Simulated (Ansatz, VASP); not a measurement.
K4As: VASP beside Ansatz

```
K As
1.0
     5.72155    0.00000    0.00000
     0.00000    5.72155    0.00000
     0.00000    0.00000    8.37962
K As
4 1
Direct
  0.50000 0.00000 0.21801
  0.00000 0.50000 0.78199
  0.50000 0.00000 0.78199
  0.00000 0.50000 0.21801
  0.00000 0.00000 0.00000
```

Change from the starting cell: ordered vacancies on the anion sites of antifluorite (P4/mmm, No. 123).

Alike in both runs: functional PBE; k mesh 8 × 8 × 6; occupations gaussian, width 0.1 eV; no spin polarisation.

Ansatz relaxed the structure, and its values are those at the end. VASP's run is a single point on that final structure, the one shown.

|  | VASP | Ansatz |
| --- | --- | --- |
| version | VASP 6.6.1 | Ansatz 0.2.0 |
| potentials or method | VASP PAW PBE potentials, release 64 (K_sv, As) | scalar-relativistic, plane waves, PAW |
| plane-wave cutoff (eV) | 520 | 420 |
| valence electrons in the cell | 41 | 51 |

|  | VASP | Ansatz | Ansatz less VASP |
| --- | --- | --- | --- |
| gap on the k mesh at the Fermi level (eV) | none | none | - |
| pressure (GPa) | 0.0 | 0.0 | -0.01 |
| rms of the force components (eV/Å) | 0.005 | 0.003 | -0.0022 |

A gap of «none» marks a metal or a gap that the smearing closes. The two sets of potentials don't hold the same shells in valence.
